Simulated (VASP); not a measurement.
LaMg6Mn: equation of state with PBE

LaMg6Mn:

```
La Mn Mg
1.0
     5.11611    0.00000    0.00000
     0.00000    3.31515    5.75801
     0.00000   -3.31515    5.75801
La Mn Mg
1 1 6
Direct
  0.50000 0.67487 0.67487
  0.00000 0.83612 0.83612
  0.50000 0.16255 0.16255
  0.50000 0.15785 0.68031
  0.50000 0.68031 0.15785
  0.00000 0.33332 0.33332
  0.00000 0.31648 0.83850
  0.00000 0.83850 0.31648
```

The cell comes from a database or a generator and needn't be the stable form of this composition.

| Item | Value |
| --- | --- |
| Program | VASP 6.6.1 |
| Task | equation of state |
| Functional | PBE |
| Potentials or basis | VASP PAW PBE potentials, release 64 (La, Mn_pv, Mg) |
| Cutoff | 520 eV |
| k mesh | 5 × 5 × 5 |
| Occupations | fermi-dirac, width 0.05 eV |
| Spin | collinear spin, ferromagnetic start |
| Starting moments | [0.0, 4.0, 0.0, 0.0, 0.0, 0.0, 0.0, 0.0] μB |

The equilibrium volume is 24.19 Å³/atom and the bulk modulus at fixed shape and positions is 36 GPa. The pressure derivative of the bulk modulus is 3.8.

Energy against volume, from the lowest point:
```csv
volume (Å³/atom),energy (meV/atom)
22.950,7.43
23.438,2.49
23.927,0.09
24.415,0.00
24.903,2.00
25.392,5.91
25.880,11.54
```

All runs of the series together: 38 min on 1 thread of Intel(R) Xeon(R) 6975P-C (Granite Rapids), with other jobs on the host.

Caveat: the cell was scaled at fixed shape and fractional positions, which overstates the stiffness of a crystal with free parameters, most of all of layers and chains. The run has no spin-orbit coupling, so splittings on La are missing.
